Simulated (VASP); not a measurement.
VASP input:

### INCAR
```
# general
SYSTEM   = CdS
PREC     = Accurate
ENCUT    = 520
LREAL    = F
LASPH    = T

# electronic loop
EDIFF    = 1E-6
NELM     = 100
ALGO     = Normal
LMAXMIX  = 4
LMIXTAU  = T

# smearing
ISMEAR   = 0
SIGMA    = 0.05

# functional
METAGGA  = R2SCAN
LUSE_VDW = T
BPARAM   = 11.95
CPARAM   = 0.0093

# ions
IBRION   = 2
NSW      = 60
ISIF     = 3
EDIFFG   = -0.01

# output
LWAVE    = F
LCHARG   = F
```

File POSCAR:
```
CdS
1.0
  0.0000000000   2.9100000000   2.9100000000
  2.9100000000   0.0000000000   2.9100000000
  2.9100000000   2.9100000000   0.0000000000
Cd S
1 1
Cartesian
  0.0000000000   0.0000000000   0.0000000000
  1.4550000000   1.4550000000   1.4550000000
```

### KPOINTS
```
K-points
0
Gamma
  7 7 7
0 0 0
```

POTCAR, in this order: Cd S (PBE.64 set). Program: vasp_std.

Problem. Translate this r2SCAN+rVV10 calculation to Ansatz.

Solution. One equivalent input (not run):
Ansatz 0.2 input:
```yaml
crystal:
  lattice:
    - [0.0000000, 2.9100000, 2.9100000]
    - [2.9100000, 0.0000000, 2.9100000]
    - [2.9100000, 2.9100000, 0.0000000]
  atoms:
    - { symbol: Cd, position: [0.0000000, 0.0000000, 0.0000000] }
    - { symbol: S, position: [0.2500000, 0.2500000, 0.2500000] }
kpoints:
  mp_grid: { grid: [7, 7, 7] }
hamiltonian:
  xc: r2scan
  dispersion: rvv10
  pseudopotentials: { kind: paw }
scf:
  occupations: { method: gaussian, width: 0.05 }
  max_iter: 100
relax:
  max_steps: 60
  f_tol: 0.01
  cell: {}
output: { forces: true, stress: true, eigenvalues: true }
```
Limits of the translation: each code has its own PAW files, so the cut-off isn't converted (ENCUT is set for VASP's; basis.ecutwfc is left out, and Ansatz then takes the one that its files recommend); Ansatz stops its SCF on the density residual and VASP on the energy change (EDIFF).

The compound is CdS in the zinc blende structure, a metastable form; wurtzite is the usual one. This run relaxes it. Symmetry was kept, so distortions that lower it aren't found.
